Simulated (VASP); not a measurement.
Output of a VASP run:

OUTCAR:
```
 ion  position               nearest neighbor table
   1  0.000  0.000  0.000-   2 2.40   2 2.40   2 2.40   2 2.40   2 2.40   2 2.40
   2  0.500  0.500  0.500-   1 2.40   1 2.40   1 2.40   1 2.40   1 2.40   1 2.40
  LATTYP: Found a face centered cubic cell.
 ALAT       =     4.7940000000
 Subroutine PRICEL returns:
 Original cell was already a primitive cell.
 Subroutine GETGRP returns: Found 48 space group operations
The static configuration has the point symmetry O_h .
The dynamic configuration has the point symmetry O_h .
 Subroutine INISYM returns: Found 48 space group operations
 Subroutine IBZKPT returns following result:
 Found     35 irreducible k-points:

 Following reciprocal coordinates:
            Coordinates               Weight
  0.000000  0.000000  0.000000      1.000000
  0.111111  0.000000  0.000000      8.000000
  0.222222  0.000000  0.000000      8.000000
  0.333333  0.000000  0.000000      8.000000
  0.444444  0.000000  0.000000      8.000000
  0.111111  0.111111  0.000000      6.000000
  0.222222  0.111111  0.000000     24.000000
  0.333333  0.111111  0.000000     24.000000
  0.444444  0.111111  0.000000     24.000000
 -0.444444  0.111111  0.000000     24.000000
 -0.333333  0.111111  0.000000     24.000000
 -0.222222  0.111111  0.000000     24.000000
 -0.111111  0.111111  0.000000     12.000000
  0.222222  0.222222  0.000000      6.000000
  0.333333  0.222222  0.000000     24.000000
  0.444444  0.222222  0.000000     24.000000
 -0.444444  0.222222  0.000000     24.000000
 -0.333333  0.222222  0.000000     24.000000
 -0.222222  0.222222  0.000000     12.000000
  0.333333  0.333333  0.000000      6.000000
  0.444444  0.333333  0.000000     24.000000
 -0.444444  0.333333  0.000000     24.000000
 -0.333333  0.333333  0.000000     12.000000
  0.444444  0.444444  0.000000      6.000000
 -0.444444  0.444444  0.000000     12.000000
  0.333333  0.222222  0.111111     24.000000
  0.444444  0.222222  0.111111     48.000000
 -0.444444  0.222222  0.111111     48.000000
  0.444444  0.333333  0.111111     24.000000
 -0.444444  0.333333  0.111111     48.000000
 -0.333333  0.333333  0.111111     48.000000
 -0.222222  0.333333  0.111111     24.000000
 -0.444444  0.444444  0.111111     24.000000
 -0.333333  0.444444  0.111111     24.000000
 -0.333333  0.444444  0.222222     24.000000
   k-points           NKPTS =     35   k-points in BZ     NKDIM =     35   number of bands    NBANDS=     12
   number of dos      NEDOS =    301   number of ions     NIONS =      2
   total plane-waves  NPLWV =  21952
   dimension x,y,z NGX =    28 NGY =   28 NGZ =   28
   dimension x,y,z NGXF=    56 NGYF=   56 NGZF=   56
   ions per type =               1   1
   PREC   = accura    normal or accurate (medium, high low for compatibility)
   ISTART =      0    job   : 0-new  1-cont  2-samecut
   ICHARG =      2    charge: 1-file 2-atom 10-const
   ISPIN  =      1    spin polarized calculation?
   LNONCOLLINEAR =      F non collinear calculations
   LSORBIT =      F    spin-orbit coupling
   INIWAV =      1    electr: 0-lowe 1-rand  2-diag
   ENCUT  =  520.0 eV  38.22 Ry    6.18 a.u.   6.30  6.30  6.30*2*pi/ulx,y,z
   NELM   =    100;   NELMIN=  2; NELMDL= -5     # of ELM steps
   EDIFF  = 0.1E-05   stopping-criterion for ELM
   LREAL  =      F    real-space projection
   NLSPLINE    = F    spline interpolate recip. space projectors
   LMAXMIX     =    4 max onsite mixed and CHGCAR
   VOSKOWN=      0    Vosko Wilk Nusair interpolation
   EDIFFG = 0.1E-04   stopping-criterion for IOM
   NSW    =      0    number of steps for IOM
   NBLOCK =      1;   KBLOCK =      1    inner block; outer block
   IBRION =     -1    ionic relax: 0-MD 1-quasi-New 2-CG
   NFREE  =      0    steps in history (QN), initial steepest desc. (CG)
   ISIF   =      2    stress and relaxation
   ISYM   =      2    0-nonsym 1-usesym 2-fastsym
   TEIN   =    0.0    initial temperature
   TEBEG  =    0.0;   TEEND  =   0.0 temperature during run
...
```

OSZICAR:
```
       N       E                     dE             d eps       ncg     rms          rms(c)
DAV:   1     0.106179212852E+03    0.10618E+03   -0.87853E+03   848   0.132E+03
DAV:   2    -0.173877907077E+02   -0.12357E+03   -0.11697E+03   976   0.332E+02
DAV:   3    -0.227484358378E+02   -0.53606E+01   -0.52908E+01  1260   0.623E+01
DAV:   4    -0.229649070735E+02   -0.21647E+00   -0.21639E+00  1080   0.115E+01
DAV:   5    -0.229686694430E+02   -0.37624E-02   -0.37622E-02  1208   0.143E+00    0.189E+01
DAV:   6    -0.195998176146E+02    0.33689E+01   -0.17834E+01   944   0.283E+01    0.706E+00
DAV:   7    -0.194282414225E+02    0.17158E+00   -0.94726E-01   996   0.754E+00    0.514E+00
DAV:   8    -0.194153525959E+02    0.12889E-01   -0.16292E-01   908   0.374E+00    0.122E+00
DAV:   9    -0.194115413802E+02    0.38112E-02   -0.31068E-02  1048   0.120E+00    0.434E-01
DAV:  10    -0.194119194264E+02   -0.37805E-03   -0.20431E-03   976   0.577E-01    0.300E-01
DAV:  11    -0.194117269914E+02    0.19243E-03   -0.73713E-04   948   0.213E-01    0.171E-02
DAV:  12    -0.194117264762E+02    0.51520E-06   -0.13293E-05  1164   0.382E-02    0.104E-02
DAV:  13    -0.194117260704E+02    0.40581E-06   -0.59430E-07   564   0.724E-03
   1 F= -.19411726E+02 E0= -.19411649E+02  d E =-.232475E-03
```

File OUTCAR:
```
------------------------ aborting loop because EDIFF is reached ----------------------------------------
  FORCE on cell =-STRESS in cart. coord.  units (eV):
  Direction    XX          YY          ZZ          XY          YZ          ZX
  --------------------------------------------------------------------------------------
  Total       -1.8077847     -1.8077847     -1.8077847     -0.0000000      0.0000000      0.0000000
  in kB     -105.1533682   -105.1533682   -105.1533682     -0.0000000      0.0000000      0.0000000
  external PRESSURE =    -105.1533682 kB  Pullay stress =       0.0000000 kB
  volume of cell :       27.54
      direct lattice vectors                 reciprocal lattice vectors
     0.000000000  2.397000000  2.397000000    -0.208594076  0.208594076  0.208594076
     2.397000000  0.000000000  2.397000000     0.208594076 -0.208594076  0.208594076
     2.397000000  2.397000000  0.000000000     0.208594076  0.208594076 -0.208594076
 POSITION                                       TOTAL-FORCE (eV/Angst)
 -----------------------------------------------------------------------------------
      0.00000      0.00000      0.00000        -0.000000      0.000000     -0.000000
      2.39700      2.39700      2.39700         0.000000     -0.000000      0.000000
 -----------------------------------------------------------------------------------
    total drift:                                0.000000      0.000000      0.000000
  FREE ENERGIE OF THE ION-ELECTRON SYSTEM (eV)
  ---------------------------------------------------
  free  energy   TOTEN  =       -19.4117260704 eV

  energy  without entropy=      -19.4114935950  energy(sigma->0) =      -19.41164858
```
(Selected blocks of OUTCAR.)

File POSCAR:
```
ZrC
1
    0.0000000000     2.3970000000     2.3970000000
    2.3970000000     0.0000000000     2.3970000000
    2.3970000000     2.3970000000     0.0000000000
Zr C
1 1
Direct
  0.0000000000   0.0000000000   0.0000000000
  0.5000000000   0.5000000000   0.5000000000
```

Task: Reconstruct the remaining input files.

Result: This is not unique; one that fits is the input of the run itself, PBE GGA, plane waves, VASP's PBE PAW potentials (set 64).

### INCAR
```
LWAVE  =  F
ENCUT  =  520   # plane-wave cut-off (eV)
SYSTEM  =  ZrC
ALGO  =  Normal
PREC  =  Accurate
LASPH  =  T   # aspherical one-centre terms
LMAXMIX  =  4   # l cut-off of mixed one-centre charges
ISMEAR  =  1   # Methfessel-Paxton
NELM  =  100   # most electronic steps
LCHARG  =  F
EDIFF  =  1E-6   # SCF stop (eV)
ISIF  =  2
LREAL  =  F   # projection in real space or not
GGA  =  PE
SIGMA  =  0.1
```

KPOINTS:
```
Automatic mesh
0
Gamma
9 9 9
0 0 0
```

POTCAR, in this order: Zr_sv C (PBE.64 set). Program: vasp_std.

The compound is ZrC in the rock salt structure. The cell was not relaxed at this level. The run is one of a series of settings (KPOINTS 9×9×9 Γ-centred mesh against the base run), some of them coarse on purpose.
